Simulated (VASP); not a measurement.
Input:

```
CELL_PARAMETERS angstrom
      7.24888     0.00000     0.00000
      0.00000     7.24888     0.00000
      0.00000     0.00000     7.24888
ATOMIC_POSITIONS crystal
  B  0.50347 0.00418 0.00363
  B  0.75232 0.24926 0.99906
  B  0.75543 0.99970 0.24983
  B  0.00368 0.00200 0.00119
  B  0.25458 0.25310 0.00363
  B  0.49966 0.50197 0.99905
  B  0.75354 0.75216 0.99790
  B  0.25465 0.00424 0.25342
  B  0.76815 0.51738 0.23548
  B  0.50047 0.99766 0.50763
  B  0.75461 0.23351 0.49258
  B  0.75269 0.99902 0.75324
  B  0.00258 0.50314 0.99787
  B  0.25239 0.75332 0.00119
  B  0.00523 0.24945 0.25380
  B  0.25007 0.50515 0.24990
  B  0.49982 0.75476 0.25387
  B  0.00402 0.99798 0.50224
  B  0.24801 0.25014 0.50772
  B  0.48338 0.50366 0.49248
  B  0.74858 0.74996 0.50081
  B  0.25178 0.00140 0.75420
  B  0.50144 0.25120 0.75248
  B  0.74808 0.49779 0.74541
  B  0.00406 0.75368 0.24913
  B  0.00045 0.49831 0.50080
  B  0.24833 0.75372 0.50228
  B  0.99943 0.25009 0.75021
  B  0.24930 0.50233 0.75337
  B  0.50046 0.74903 0.75013
  B  0.00060 0.75025 0.75062
  N  0.63571 0.12513 0.12406
  N  0.87667 0.37613 0.12770
  N  0.88622 0.11829 0.37611
  N  0.12953 0.12750 0.12738
  N  0.37553 0.38540 0.12405
  N  0.62653 0.62600 0.12789
  N  0.87856 0.87452 0.12472
  N  0.37402 0.12361 0.39035
  N  0.87491 0.62443 0.37536
  N  0.62632 0.12099 0.63055
  N  0.87273 0.37267 0.62029
  N  0.87836 0.12594 0.87608
  N  0.12491 0.62822 0.12470
  N  0.37792 0.87910 0.12739
  N  0.12707 0.37627 0.37687
  N  0.36847 0.63596 0.37619
  N  0.62663 0.87665 0.37686
  N  0.12477 0.12462 0.62984
  N  0.37102 0.37601 0.63095
  N  0.62294 0.62226 0.62027
  N  0.87588 0.87375 0.62650
  N  0.37761 0.12722 0.87842
  N  0.62637 0.37599 0.87536
  N  0.87494 0.62457 0.87380
  N  0.12605 0.87575 0.37754
  N  0.12410 0.62557 0.62655
  N  0.37503 0.87446 0.62985
  N  0.12391 0.37630 0.87688
  N  0.37631 0.62804 0.87612
  N  0.62664 0.87358 0.87681
  N  0.12649 0.87613 0.87717
  Si 0.54121 0.29150 0.30924
```

All values below come from HSE06 screened hybrid, VASP's PBE PAW potentials (set 64) (plane waves; VASP). Numerical set-up: PREC = Normal, LREAL = Auto, ISYM = 0, EDIFF = 1E-5, 400 eV cut-off, 1×1×1 Γ-centred mesh, Gaussian smearing of 0.050 eV, potentials B N Si.

The supercell is sampled at Γ alone, which is coarse: total energies, pressure and levels can be off, energies of defects by several tenths of an eV.

Task: Predict the energy per atom (σ→0).

Result: 
The energy per atom (σ→0) is -10.007 eV/atom.

The cell is a supercell with a defect, built from BN (zinc blende): Si_N-vac_B. The cell's shape comes from a PBE relaxation. The run is not spin-polarised, so no state with unpaired spins was tried.
